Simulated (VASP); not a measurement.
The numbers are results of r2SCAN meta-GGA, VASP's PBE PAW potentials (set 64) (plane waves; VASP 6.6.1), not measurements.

The input files of a VASP run:

### KPOINTS
```
Automatic mesh
0
Gamma
9 9 9
0 0 0
```

POSCAR:
```
Rb
4.9825720
 -0.5773502458   0.5773502458   0.5773502458
  0.5773502458  -0.5773502458   0.5773502458
  0.5773502458   0.5773502458  -0.5773502458
Rb
1
Cartesian
  0.0000000000   0.0000000000   0.0000000000
```

**INCAR**
```
# general
SYSTEM =Rb
PREC   =Accurate
ENCUT  =520   # plane-wave cut-off (eV)
LREAL  =F
LASPH  =T

# electronic loop
EDIFF  =1E-7   # SCF stop (eV)
NELM   =100
ALGO   =Normal   # blocked Davidson
LMAXMIX=4
LMIXTAU=T

# smearing
ISMEAR =1   # Methfessel-Paxton
SIGMA  =0.1   # width (eV)

# functional
METAGGA=R2SCAN

# ions
ISIF   =2   # forces and stress, cell fixed

# output
LWAVE  =F
LCHARG =F
```

POTCAR, in this order: Rb_sv (PBE.64 set). Program: vasp_std.

Output

File OSZICAR:
```
       N       E                     dE             d eps       ncg     rms          rms(c)
DAV:   1     0.293379339305E+02    0.29338E+02   -0.33365E+03   560   0.827E+02
DAV:   2    -0.142478528672E+02   -0.43586E+02   -0.42933E+02   616   0.144E+02
DAV:   3    -0.169025589175E+02   -0.26547E+01   -0.26520E+01   784   0.401E+01
DAV:   4    -0.170183646037E+02   -0.11581E+00   -0.11585E+00   944   0.617E+00
DAV:   5    -0.170188661757E+02   -0.50157E-03   -0.50159E-03   840   0.418E-01    0.942E-01
DAV:   6    -0.145330901303E+02    0.24858E+01   -0.12283E+00   576   0.583E+00    0.773E-01
DAV:   7    -0.136285353910E+02    0.90455E+00   -0.30931E-01   560   0.565E+00    0.600E-01
DAV:   8    -0.141196487891E+02   -0.49111E+00   -0.17336E-01   560   0.518E+00    0.410E-01
DAV:   9    -0.136723908429E+02    0.44726E+00   -0.92867E-02   576   0.377E+00    0.145E-01
DAV:  10    -0.139077973660E+02   -0.23541E+00   -0.27903E-01   656   0.456E+00    0.153E-01
DAV:  11    -0.139088184295E+02   -0.10211E-02   -0.40267E-03   920   0.593E-01    0.151E-01
DAV:  12    -0.139253709562E+02   -0.16553E-01   -0.14219E-03   688   0.457E-01    0.126E-01
DAV:  13    -0.139207627329E+02    0.46082E-02   -0.24281E-04   808   0.194E-01    0.125E-01
DAV:  14    -0.139329979107E+02   -0.12235E-01   -0.16060E-02   560   0.185E+00    0.885E-02
DAV:  15    -0.139346685608E+02   -0.16707E-02   -0.69291E-04   712   0.388E-01    0.741E-02
DAV:  16    -0.139273521687E+02    0.73164E-02   -0.11705E-02   560   0.182E+00    0.512E-02
DAV:  17    -0.139248774628E+02    0.24747E-02   -0.87257E-04   584   0.446E-01    0.559E-02
DAV:  18    -0.139233440522E+02    0.15334E-02   -0.22017E-03   560   0.770E-01    0.281E-02
DAV:  19    -0.139216463095E+02    0.16977E-02   -0.46473E-03   560   0.739E-01    0.282E-02
DAV:  20    -0.139217853216E+02   -0.13901E-03   -0.12415E-03   616   0.360E-01    0.308E-02
DAV:  21    -0.139222005737E+02   -0.41525E-03   -0.19470E-04   864   0.137E-01    0.309E-02
DAV:  22    -0.139221792624E+02    0.21311E-04   -0.84979E-06   784   0.221E-02    0.324E-02
DAV:  23    -0.139217882168E+02    0.39105E-03   -0.59406E-04   560   0.333E-01    0.215E-02
DAV:  24    -0.139217988193E+02   -0.10602E-04   -0.50118E-05   592   0.908E-02    0.189E-02
DAV:  25    -0.139218271590E+02   -0.28340E-04   -0.96084E-06   640   0.475E-02    0.168E-02
DAV:  26    -0.139218505739E+02   -0.23415E-04   -0.13472E-05   576   0.414E-02    0.875E-03
DAV:  27    -0.139218624658E+02   -0.11892E-04   -0.83054E-06   608   0.455E-02    0.530E-03
DAV:  28    -0.139218643298E+02   -0.18640E-05   -0.53773E-06   576   0.352E-02    0.290E-03
DAV:  29    -0.139218704335E+02   -0.61037E-05   -0.14453E-05   576   0.483E-02    0.155E-03
DAV:  30    -0.139218715485E+02   -0.11150E-05   -0.13747E-06   592   0.142E-02    0.168E-03
DAV:  31    -0.139218718829E+02   -0.33438E-06   -0.34192E-07   680   0.852E-03    0.177E-03
DAV:  32    -0.139218743352E+02   -0.24523E-05   -0.19809E-06   584   0.195E-02    0.166E-03
DAV:  33    -0.139218734550E+02    0.88024E-06   -0.38724E-07   576   0.656E-03    0.127E-03
DAV:  34    -0.139218735326E+02   -0.77607E-07   -0.28958E-07   608   0.869E-03
   1 F= -.13921874E+02 E0= -.13921697E+02  d E =-.530627E-03
```

OUTCAR:
```
------------------------ aborting loop because EDIFF is reached ----------------------------------------
  FORCE on cell =-STRESS in cart. coord.  units (eV):
  Direction    XX          YY          ZZ          XY          YZ          ZX
  --------------------------------------------------------------------------------------
  Total       -0.0088338     -0.0088338     -0.0088338      0.0000000     -0.0000000      0.0000000
  in kB       -0.1486345     -0.1486345     -0.1486345      0.0000000     -0.0000000      0.0000000
  external PRESSURE =      -0.1486345 kB  Pullay stress =       0.0000000 kB
  volume of cell :       95.22
      direct lattice vectors                 reciprocal lattice vectors
    -2.876689169  2.876689169  2.876689169     0.000000000  0.173810923  0.173810923
     2.876689169 -2.876689169  2.876689169     0.173810923  0.000000000  0.173810923
     2.876689169  2.876689169 -2.876689169     0.173810923  0.173810923  0.000000000
 POSITION                                       TOTAL-FORCE (eV/Angst)
 -----------------------------------------------------------------------------------
      0.00000      0.00000      0.00000         0.000000     -0.000000      0.000000
 -----------------------------------------------------------------------------------
    total drift:                               -0.000000     -0.000000     -0.000000
  FREE ENERGIE OF THE ION-ELECTRON SYSTEM (eV)
  ---------------------------------------------------
  free  energy   TOTEN  =       -13.9218735326 eV

  energy  without entropy=      -13.9213429051  energy(sigma->0) =      -13.92169666
```
(Selected blocks of OUTCAR.)

The compound is Rb in the bcc structure. It was relaxed first, which changed the volume by +6 %.
